Why does cubic boron nitride push back harder than it pulls?

I am looking at calculated pressures for cubic boron nitride at seven volumes, from a density-functional calculation with a dispersion correction. The volume is given per atom, and the shortest distance is the B–N bond. A positive pressure means that the cell is held squeezed, a negative one that it is held stretched.

VASP 6.6.1 calculations with PBE, D3(BJ) dispersion and the recommended PBE PAW potentials, for cubic boron nitride in evenly scaled two-atom cells without relaxation. The plane-wave cutoff is 520 eV, the k mesh 14 × 14 × 14 and the Gaussian smearing width 0.02 eV; pressure is positive in compression.

```
volume (Å³/atom)  shortest distance (Å)  pressure (GPa)
           5.340                  1.514           42.88
           5.516                  1.530           26.54
           5.692                  1.546           12.35
           5.868                  1.562            0.01
           6.044                  1.578          -10.71
           6.220                  1.593          -20.04
           6.396                  1.608          -28.15
```

The volumes are evenly spaced, but the pressures are not. The first step is worth 16 GPa and the last only 8 GPa, and each step in between is smaller than the one before it. I had treated this material as a very stiff spring with one constant. What makes the stiffness change so quickly, and can I still work with a single number?

Answer

Near the volume where the pressure vanishes, one percent of volume is worth about 4 GPa. At the squeezed end of your table it is worth more than 5 GPa, and at the stretched end less than 3 GPa. The stiffness therefore falls by about half while the bond length changes by only 6% in total. The reason is that two large effects balance in the crystal, and the one that pushes the atoms apart changes faster with volume than the one that holds them together.

It helps to start from energy. Pressure is the slope of the energy against volume, with its sign reversed:

P = −dE/dV

Here E is the energy and V the volume of the same piece of crystal. If E were a parabola around the balance volume, the slope would be a straight line and all your steps would be equal. The calculated energies show a lopsided bowl instead. Squeezing the crystal by 9% costs 133 meV per BN pair, while stretching it by 9% costs only 97 meV.

You can check one step by hand. From 5.868 to 5.692 Å³/atom the energy rises by 13.9 meV per pair, while the pair loses 2 × 0.176 = 0.352 Å³. The ratio is 0.0394 eV/Å³, and since 1 eV/Å³ is about 160 GPa, this makes 6.3 GPa. The mean of the two pressures in the table is 6.2 GPa. The uneven steps are thus the shape of the energy curve itself, and the question becomes why the bowl is lopsided.

A first idea is that the bonds are perfect springs and that geometry does the rest. The cell is scaled evenly, so the bond angles stay as they are and only the bond length d changes. The energy of such springs goes as (d − d₀)², where d₀ is the length at balance, and the volume goes as d³. The pressure then follows

P ∝ (d₀ − d)/d²

This is not quite symmetric, because a given change in bond length sweeps out less volume in a small cell than in a large one. For the two ends of your table it makes the push 1.2 times as strong as the pull. The calculated ratio is 1.5, so geometry supplies part of the effect, but the bonds themselves must also stiffen when they are shortened.

To see why they do, consider what the electrons gain and lose on compression. Electrons confined to a smaller space have shorter wavelengths, and their kinetic energy grows as the inverse square of the length scale, that is, as V^(−2/3). The electrical attraction between electrons and ions also strengthens, but only as the inverse of the length, as V^(−1/3). A crystal at rest sits where the two slopes cancel. When it is squeezed, the kinetic term runs ahead; when it is stretched, the kinetic term fades faster and the attraction wins, but with a force that itself weakens with distance.

Taking minus the slope of these two energies gives one term in V^(−5/3) and one in V^(−4/3). They must cancel at the balance volume V₀, which leaves a single constant:

P = 3B₀ [(V₀/V)^(5/3) − (V₀/V)^(4/3)]

B₀ is the bulk modulus at V₀, the pressure per fractional change of volume for a very small squeeze. The factor 3 appears because the two exponents differ by one third. The formula assumes that the whole cloud of bonding electrons shrinks evenly with the cell, which is a simplification for a crystal with strongly directed bonds.

The formula can be tried on the end of your table using only the middle of it. The row at 5.868 Å³/atom is practically free of pressure, so it supplies V₀. Its two neighbours supply the stiffness:

B₀ = 5.868 × (12.35 + 10.71)/(6.044 − 5.692) = 384 GPa

For the most squeezed cell, V₀/V = 5.868/5.340 = 1.0989, and therefore

P = 3 × 384 GPa × (1.1702 − 1.1340) = 41.7 GPa

The table has 42.9 GPa, in a row that played no part in the estimate. A spring of constant stiffness would have given 384 × 0.528/5.868 = 34.6 GPa. At the other end of the table the same formula gives −29 GPa, where the calculation has −28 GPa and the constant spring −34.6 GPa. A formula built on this competition, with only V₀ and the stiffness taken from the table, thus reproduces most of the curvature, with errors of about 3% of the pressure at both ends.

There is also a trace of this competition in the electronic structure. Between the cells at 6.220 and 5.516 Å³/atom, the energy range of the filled valence states at the centre of the Brillouin zone widens from 19.7 to 21.0 eV. That is 7% more for a volume 11% smaller, somewhat less than the V^(−2/3) growth of free electrons. The widening fits the picture of electrons driven to higher kinetic energy, but it does not prove it, because a stronger coupling between neighbouring atoms widens the bands as well. The calculation does not list kinetic and electrical energy separately, so the split remains an argument from theory.

The two small errors at the ends have a common meaning: the calculated curve bends a little more than the formula. The natural measure of this bending is how many GPa the bulk modulus gains for each GPa of applied pressure. Perfect springs give 1, and the kinetic and electrical terms give 3, which is simply the sum of their exponents, 5/3 + 4/3. Another pair of powers with the same sum would bend the curve by nearly the same amount, so the good match supports the picture without proving it. A least-squares fit of the third-order Birch–Murnaghan equation to all seven rows, with V₀ held at 5.868 Å³/atom, gives 3.7 and follows every pressure to within 0.03 GPa.

The step from 3 to 3.7 shows that the formula is too simple. A likely weak point is that it lets the whole cloud of bonding electrons shrink evenly with the cell. In the crystal, the electrons close to the nuclei are expected to follow the cell less than those between the atoms. Such uneven shrinking can change the curvature, but no quantity in these results shows how much of the difference it explains.

Two limits matter if you carry these numbers into practice. The first concerns where the pressure crosses zero. The dispersion correction pulls the crystal inward with a pressure of roughly 6 GPa, and without it the balance volume would be larger by about 1.5%, which is that pressure divided by the bulk modulus. That pull changes by less than 0.5 GPa from one step to the next, so it mainly moves the curve and does little to its shape. The vibrations of the atoms, which are absent here, would push the balance volume outward too.

The second limit concerns the negative pressures. Those three cells are held open by the calculation, and the atoms are kept at the places they were given. The values tell you how strongly an intact crystal pulls back. Whether it would stay intact under such a tension, or rearrange into layers, was not tested.

As for your single number, it serves well for small changes and needs one correction for larger ones. With u = (V₀ − V)/V₀ as the fractional squeeze, negative for stretching, use

P ≈ B₀ u (1 + 2.3 u)

The 2.3 is half of 3.67 + 1, where 3.67 is the fitted value with one more digit. For any smooth pressure curve the first correction has this form. With B₀ = 384 GPa the rule returns all seven pressures of the table, from which it was made, to within 1.5 GPa. It also tells you when the simple spring is good enough: at 1% of volume a constant stiffness is wrong by about 2%, and at 9% by about a fifth.
